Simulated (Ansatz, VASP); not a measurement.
# Two plane-wave programs on HPbNO4

Contents of INCAR:

```
SYSTEM = HPbNO4
PREC = Accurate
ENCUT = 520
EDIFF = 1E-7
ISMEAR = -1
SIGMA = 0.05
LREAL = .False.
LASPH = .True.
NELM = 60
ALGO = Normal
ISIF = 2
LWAVE = .False.
LCHARG = .False.
GGA = PE
NBANDS = 31
KPAR = 4
```

Contents of KPOINTS:

```
Automatic mesh
0
Gamma
  7 7 5
  0 0 0
```

File POSCAR:

```
HPbNO4
1.0
    4.1992300000      0.1111700000      0.1681700000
    1.9160000000      3.8913200000      0.1256800000
    1.7608500000      1.2525900000      6.3726600000
H Pb N O
1 1 1 4
Direct
    0.8803710000      0.6708160000      0.6330100000
    0.1431670000      0.9173500000      0.8872320000
    0.2654220000      0.2940130000      0.3016790000
    0.8388650000      0.6433510000      0.7809620000
    0.3807360000      0.2099890000      0.1130200000
    0.3095260000      0.0467670000      0.4579540000
    0.0667080000      0.6029240000      0.3209610000
```

Contents of input.yaml:

```yaml
crystal:
  lattice:
    - [4.19923, 0.11117, 0.16817]
    - [1.916, 3.89132, 0.12568]
    - [1.76085, 1.25259, 6.37266]
  atoms:
    - { symbol: H, position: [0.880371, 0.670816, 0.63301] }
    - { symbol: Pb, position: [0.143167, 0.91735, 0.887232] }
    - { symbol: "N", position: [0.265422, 0.294013, 0.301679] }
    - { symbol: O, position: [0.838865, 0.643351, 0.780962] }
    - { symbol: O, position: [0.380736, 0.209989, 0.11302] }
    - { symbol: O, position: [0.309526, 0.046767, 0.457954] }
    - { symbol: O, position: [0.066708, 0.602924, 0.320961] }
hamiltonian:
  xc: pbe
  pseudopotentials: { kind: paw }
kpoints:
  mp_grid: { grid: [7, 7, 5] }
scf:
  occupations: { method: fermi_dirac, width: 0.05 }
output:
  forces: true
  stress: true
  eigenvalues: true
  write_density: true
  write_potential: true
  elf: true
  volumetric_format: npy
```

Change from the starting cell: atoms moved at random, drawn with an rms of 0.05 Å.

Alike in both runs: task single point; functional PBE; k mesh 7 × 7 × 5; occupations fermi-dirac, width 0.05 eV; no spin polarisation.

|  | VASP | Ansatz |
| --- | --- | --- |
| version | VASP 6.6.1 | Ansatz 0.2.0 |
| potentials or method | VASP PAW PBE potentials, release 64 (H, Pb_d, N, O) | Ansatz PAW |
| plane-wave cutoff (eV) | 520 | 420 |
| valence electrons in the cell | 44 | 44 |

```tsv
	VASP	Ansatz	Ansatz less VASP
gap on the k mesh at the Fermi level (eV)	2.79	2.81	+0.026
least direct gap on the mesh (eV)	2.80	2.83	+0.026
pressure (GPa)	2.9	2.2	-0.72
largest component of the traceless stress (GPa)	3.52	2.59	-0.933
rms of the force components (eV/Å)	1.160	1.044	-0.1157
```

Atom by atom the forces differ by 0.193 eV/Å (rms over components).

Caveats: spin-orbit coupling is left out, which as a rule narrows the gap of such compounds by several tenths of an eV; the standard files for N, O and F lose accuracy on very short bonds (VASP); an odd mesh through Γ misses points on the zone boundary, where band edges often lie (VASP); odd divisions of the mesh miss points on the zone boundary, where band edges often lie, so the gap on the mesh can be too wide (Ansatz); the pressure holds a Pulay correction of +0.6 GPa for the finite cutoff (Ansatz).
